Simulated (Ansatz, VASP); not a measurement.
# NbSi2 in two plane-wave programs

One calculation is typed for both programs; each brings its own data sets and cutoff. How far apart do they land? The cell is taken from a series of VASP runs on this material, whose earlier steps may have relaxed, scaled or displaced it; both programs get it as it stands.

Main program and level: Ansatz 0.2.0; plane waves, with VASP 6.6.1 beside it; zone-centre phonons at PBE with D3(BJ).

## 1. Set-up

It takes space group P6_222 (No. 180, hexagonal). Conventional cell: a = 4.752 Å, b = 4.752 Å, c = 6.533 Å, α = 90.00°, β = 90.00°, γ = 120.00°. Nearest to Nb lie 10 Si at 2.59 to 2.81 Å. Nearest to Si lie 5 Si at 2.54 to 2.81 Å and 5 Nb at 2.59 to 2.81 Å. Farther neighbours are not listed.

## 2. Ansatz: zone-centre phonons, PBE with D3(BJ)

Ansatz runs on its default PAW (the set named soft_2) files.

Second derivatives magnify differences that forces hide, and they need a tight electronic threshold.

File input.yaml:

```yaml
crystal:
  lattice:
    - [4.751732146, 0.0, 0.0]
    - [-2.375866073, 4.1151207503, 0.0]
    - [0.0, 0.0, 6.5331610463]
  atoms:
    - { symbol: Nb, position: [0.0, 0.5, 0.1666666667] }
    - { symbol: Nb, position: [0.5, 0.5, 0.8333333333] }
    - { symbol: Nb, position: [0.5, 0.0, 0.5] }
    - { symbol: Si, position: [0.3182866522, 0.1591433261, 0.1666666667] }
    - { symbol: Si, position: [0.1591433261, 0.8408566739, 0.8333333333] }
    - { symbol: Si, position: [0.8408566739, 0.6817133478, 0.5] }
    - { symbol: Si, position: [0.6817133478, 0.8408566739, 0.1666666667] }
    - { symbol: Si, position: [0.8408566739, 0.1591433261, 0.8333333333] }
    - { symbol: Si, position: [0.1591433261, 0.3182866522, 0.5] }
hamiltonian:
  xc: pbe
  pseudopotentials: { kind: paw }
  dispersion: d3bj
kpoints:
  mp_grid: { grid: [7, 7, 5] }
scf:
  occupations: { method: methfessel_paxton, width: 0.2 }
phonons:
  method: dfpt
  qpoints: [[0, 0, 0]]
```

The run is started by

```
$ ansatz run input.yaml --threads 4 --pin off --max-ram 9216MiB --backend cpu --events-out ev --progress --plain --runs-dir out
```

Numbers of over 12 decimals in the logs are rounded to 6 here.

Output:

```text
Engine: ansatz 0.2.0, aarch64-unknown-linux-gnu
Pseudopotentials: kind: paw
Pseudopotential: Nb, paw, valence charge 13, recommended cutoff 420 eV (normal), Nb.paw.azcp
Pseudopotential: Si, paw, valence charge 4, recommended cutoff 420 eV (normal), Si.paw.azcp
Functional definition: PBE
  parameter kappa = 0.804
  parameter beta = 0.066725
  exchange = pbe_x(kappa = kappa, mu = beta*pi^2/3)
  correlation = pbe_c(beta = beta)
Crystal: 9 atoms, lattice volume = 127.749 Å³
Basis set: ecut = 420 eV, 2499 PW (Γ), exchange–correlation on 64×64×90 points (8 copies of the dense FFT grid, shifted against one another)
Bands: 41, of which v1, the nominal top of the filled ones, is band 32 counted from 1 (31 counted from 0)
Symmetry: 12 space group operations
k-points: 123 of 245 (irreducible under 1 space group operation, time reversal used)
Non-local potential: Nb, projectors of the file, l = 0: 3, l = 1: 2, l = 2: 2, l = 3: 1
Non-local potential: Si, projectors of the file, l = 0: 2, l = 1: 2, l = 2: 2
PAW form: soft (Blöchl's): semilocal exchange-correlation on the pseudo side does not see the compensation charge
PAW one-centre angular grid: Nb, 590 points (default); XC on 64 Gauss nodes
PAW one-centre angular grid: Si, 110 points (default); XC on 64 Gauss nodes
Initial density: superposition of atomic densities (neutral atoms: chi_scale 0, normalization atom), corrected by the library's trained network
Initial wavefunctions: pseudopotential atomic-orbital guess
Functional: x = pbe(κ = 0.804, μ = 0.219515), c = pbe(β = 0.066725)
SCF iter   1: F=—  HF=-17481.916184 eV  |F-HF|=—  |Δ(HF+E_count)|=         —  Δρ=4.57e-3  dr2=1.35e-2  ethr=1.77e-3  ⟨swp⟩=6.7  Hψ=22996  notcnv=0
preconditioner: auto → Kerker (q_TF=auto, 2.425 Å⁻¹)  [metal: Δε(μ)=0.062 eV  Ē_g=7.088 eV  σ=0.200 eV  W_gap=0.26  n_scr=22 (ndim 8)  ℏωp=20.5 eV  f_vac=0.000  D(μ)=3.14/eV (n_scr^D=22)]
SCF iter   2: F=—  HF=-17481.916926 eV  |F-HF|=—  |Δ(HF+E_count)|=   7.42e-4  S|Δr|=    0.00e0  Δρ=2.63e-3  dr2=4.58e-3  ethr=2.14e-5  ⟨swp⟩=1.5  Hψ=6103  notcnv=0
SCF iter   3: F=—  HF=-17481.917544 eV  |F-HF|=—  |Δ(HF+E_count)|=   6.17e-4  S|Δr|=    0.00e0  Δρ=3.34e-4  dr2=1.73e-4  ethr=7.27e-6  ⟨swp⟩=2.6  Hψ=7075  notcnv=0
SCF iter   4: F=—  HF=-17481.917522 eV  |F-HF|=—  |Δ(HF+E_count)|=   2.23e-5  S|Δr|=    0.00e0  Δρ=1.12e-4  dr2=1.68e-5  ethr=2.75e-7  ⟨swp⟩=2.6  Hψ=6949  notcnv=0
SCF iter   5: F=—  HF=-17481.917520 eV  |F-HF|=—  |Δ(HF+E_count)|=   1.29e-6  S|Δr|=    0.00e0  Δρ=1.70e-5  dr2=3.53e-7  ethr=2.66e-8  ⟨swp⟩=2.0  Hψ=6872  notcnv=0
SCF iter   6: F=—  HF=-17481.917521 eV  |F-HF|=—  |Δ(HF+E_count)|=   1.68e-7  S|Δr|=    0.00e0  Δρ=2.75e-6  dr2=9.03e-9  ethr=5.60e-10  ⟨swp⟩=2.1  Hψ=6911  notcnv=0
SCF iter   7: F=—  HF=-17481.917521 eV  |F-HF|=—  |Δ(HF+E_count)|=  2.62e-10  S|Δr|=    0.00e0  Δρ=3.35e-7  dr2=1.53e-10  ethr=1.43e-11  ⟨swp⟩=2.2  Hψ=6422  notcnv=0
SCF iter   8: F=-17481.917521 eV  HF=-17481.917521 eV  |F-HF|=0.00e0  |Δ(HF+E_count)|=  1.09e-11  S|Δr|=    0.00e0  Δρ=5.41e-8  dr2=5.64e-12  ethr=1.00e-12  ⟨swp⟩=10.4  Hψ=24265  notcnv=0
SCF 1 converged in 8 iterations: F = -17481.917521 eV  dr2 = 5.64e-12
  greatest PAW one-centre occupation: 0.998 electrons in one spin orbital (limit 2), on the Nb atom at site 2 (counted from 0), in its partial waves of l = 0
DFPT response loops at Γ: preconditioner auto → Kerker (q_TF=auto, 2.425 Å⁻¹) (partly filled bands, converged f_vac=0.000); β = 1.00, the filter's whole step (`scf.mixing.beta` (0.50) is not read by the response loops under this deck's `scf.mixing.preconditioner`; to damp them name `kerker` or `kerker_dos`, under which they read `scf.mixing.beta`, and type it under 1.00, their step now; both keys bind the ground state too); Broyden in place of MSR1
SCF converged after 8 iterations
Stability not checked: this state was not tested for a lower state beside it, because cold or Methfessel-Paxton smearing, or corrected tetrahedra, fill the levels in a way that the test cannot read (fill_not_monotonic; see scf.lower_state_search)
Free energy (F): -17481.917521 eV
Harris-Foulkes:  -17481.917521 eV  (|F-HF|=0.00e0)
Internal energy: -17481.915493 eV  (E = F + TS)
E sigma→0 (E₀):  -17481.917014 eV
Entropy (-TS):   -0.002028 eV (-0.225 meV/atom)
Fermi energy:    14.979104 eV
--- Per-component energies (eV) ---
  E_band       = -116.711829
  E_kinetic    = 1452.006144
  E_local      = -2749.260514  (includes V_loc(G=0)·N_el)
  E_nonlocal   = 509.931311
  E_hartree    = 972.763785
  E_xc         = -871.766673
  E_vxc        = -938.444942  (∫ρ·V_xc dr)
  E_paw        = -12296.136724  (= ΣΔE_a)
  E_vpaw       = -336.471572  (= ΣTr[D̂ρ^β])
  E_aug_tail   = 0.000059  (compensation charges beyond the density's cutoff)
  E_ewald      = -4494.176165
  E_disp       = -5.276716  (pairwise vdW)
  E_smearing   = -0.002028  (= −TS)
  E_closure    = 0.000000  (closes the sum)
  Σ components = -17481.917521   (vs F -17481.917521, Δ=0.00e0)
--- Band table (eV; the first three rows and the last of 123) ---
  k-point 0: bands = [... 28 lower, 12.8153, 12.9794, 12.9794, 13.9527, 15.7550, 18.2729, 18.4262, 18.4342, ... 5 higher]
  k-point 1: bands = [... 28 lower, 13.1358, 13.1782, 13.6734, 13.8849, 16.1139, 18.0438, 18.1176, 18.4339, ... 5 higher]
  k-point 2: bands = [... 28 lower, 13.4130, 13.4575, 13.7176, 15.2798, 16.3261, 17.7955, 18.0636, 18.4088, ... 5 higher]
  k-point 122: bands = [... 28 lower, 13.4826, 13.6566, 14.1765, 14.9909, 15.4109, 16.3640, 16.9704, 17.1220, ... 5 higher]
--- Phonons (Γ-DFPT): 4 representative perturbations + reference, on 123 of 245 k-points (Σ response iterations 13) ---
  k mesh reduced under 1 symmetry operation, with k and −k counted as one. Each operation leaves every solved perturbation unchanged. A smaller set is not used because it would not reduce the number of displacements times k-points to solve
  ASR residual: 8.831e-5 → 0.000e0 eV/Å²; symmetrization residual: 7.199e-6 eV/Å²
  pairwise dispersion correction: d3bj (s6 = 1.0, s8 = 0.7875, a1 = 0.4289, a2_bohr = 4.4407), with the weights of each atom's references fixed at the reference crystal's, and the forces and stress that the weights' published response gives there kept as a pressure on the atom's counted neighbours (hamiltonian.dispersion)
  ASR residual per site (eV/Å²): 8.32e-5 8.32e-5 8.83e-5 7.00e-6 7.00e-6 8.08e-6 7.00e-6 7.00e-6 8.08e-6
  Γ frequencies (cm⁻¹): 0.00 0.00 0.00 141.94 200.46 200.46 212.26 212.26 228.73 243.28 243.98 243.98 275.31 278.55 278.55 307.21 307.21 308.23 350.41 350.41 368.82 376.48 376.48 387.44 393.59 411.54 411.54
  non-analytic LO–TO correction: not included (Born effective charges unavailable; polar crystals: no LO–TO splitting at Γ)
--- Phonons (arbitrary-q DFPT): 1 explicit q-point ---
  q = [0, 0, 0] (of the zone-centre solve; hermiticity 4.20e-7, symmetrization 2.04e-7): -0.00 -0.00 -0.00 141.94 200.46 200.46 212.26 212.26 228.73 243.28 243.98 243.98 275.31 278.55 278.55 307.21 307.21 308.23 350.41 350.41 368.82 376.48 376.48 387.44 393.59 411.54 411.54
  sum rule: each row above includes the acoustic sum rule's correction from the zone centre's row sums; it moved no ω² by more than (0.51 cm⁻¹)²
```

Wall time 76 s (4 threads of Arm Neoverse V2, shared host); peak memory 2.3 GiB; 4.9 min of CPU time.

[end of part 1 of 2]

[Lines on the potential files, build, host, timing and source positions are cut from VASP's logs without a mark.]

[Logs are printed without paths, hosts, clocks, repeated set-up lines and the standing remarks that a program may print on its own settings, such as how far it seeks lower states.]

[Hosts, paths, dates, database ids (printed as entryN), source tags and the programs' standing remarks are cut or masked in the printed files.]
